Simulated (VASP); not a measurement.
```yaml
crystal:
  lattice:
    - [1.61622, -2.79937, 0.00000]
    - [1.61622, 2.79937, 0.00000]
    - [0.00000, 0.00000, 4.99281]
  atoms:
    - { symbol: Sc, position: [0.33333, 0.66667, 0.25000] }
    - { symbol: Sc, position: [0.66667, 0.33333, 0.75000] }
```

Method: LDA (Ceperley-Alder, Perdew-Zunger), VASP's LDA PAW potentials (set 64) (plane waves; VASP). Settings: 520 eV cut-off, Gaussian smearing of 0.050 eV, potentials Sc_sv.

Task: Predict the band gap (along the path) with the smallest direct gap where there is one.

Result: 
```yaml
band gap (along the path): none (metal, semimetal or under 0.01 eV)
```

Only differences to runs with the same potentials and settings are physical.

The compound is Sc in the hcp structure. It was relaxed first, which changed the volume by -10 %.
